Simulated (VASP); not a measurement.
Here is the system:

```xyz
6
Lattice="-3.2639 3.2639 2.5738 3.2639 -3.2639 2.5738 3.2639 3.2639 -2.5738" Properties=species:S:1:pos:R:3 pbc="T T T"
Hf     1.0215     2.2424     2.5738
Hf     2.2424     1.0215     0.0000
Hf     1.0215     4.2854     0.0000
Hf     2.2424    -1.0215     2.5738
Si     0.0000     0.0000     3.8607
Si     0.0000     0.0000     1.2869
```

These are LDA (Ceperley-Alder, Perdew-Zunger), VASP's LDA PAW potentials (set 64) (plane waves; VASP 6.6.1) values and carry that method's errors. Run with 300 eV cut-off, 6×6×6 Γ-centred mesh, Fermi-Dirac smearing of 0.050 eV, potentials Hf_pv Si.

At this cut-off the stress carries a Pulay error, which pulls relaxed volumes low. Energy and stress use the plane-wave basis of the starting cell.

Task: The ions, cell shape and volume are relaxed. What does this cell relax into?

Result: 
```xyz
6
Lattice="-3.2232 3.2232 2.5531 3.2232 -3.2232 2.5531 3.2232 3.2232 -2.5531" Properties=species:S:1:pos:R:3 pbc="T T T"
Hf     1.0086     2.2146     2.5531
Hf     2.2146     1.0086     0.0000
Hf     1.0086     4.2319     0.0000
Hf     2.2146    -1.0086     2.5531
Si     0.0000     0.0000     3.8297
Si     0.0000     0.0000     1.2766
```
Space group I4/mcm (140), at a tolerance of 0.03 Å.

Task: How do energy and volume change from the first to the last step?

Result: The energy (σ→0) changes by -9.6 meV/atom and the volume by -3.3 %, in 5 ionic steps.

```csv
step,E(σ→0) (eV),max force (eV/Å),pressure (GPa),volume (Å³)
1,-59.4124,0.009,-4.93,109.67
2,-59.3366,0.053,8.73,100.98
3,-59.4698,0.009,-0.05,106.16
4,-59.4698,0.010,0.04,106.09
5,-59.4701,0.001,0.03,106.10
```

The structure comes from a computed database's Hf2Si entry (I4/mcm); how it stands against other phases isn't given here. This run relaxes it. Symmetry was kept, so distortions that lower it aren't found. The run is one of a series of settings (EDIFFG = -0.01, IBRION = 2, ISIF = 3, NSW = 50 against the base run), some of them coarse on purpose.
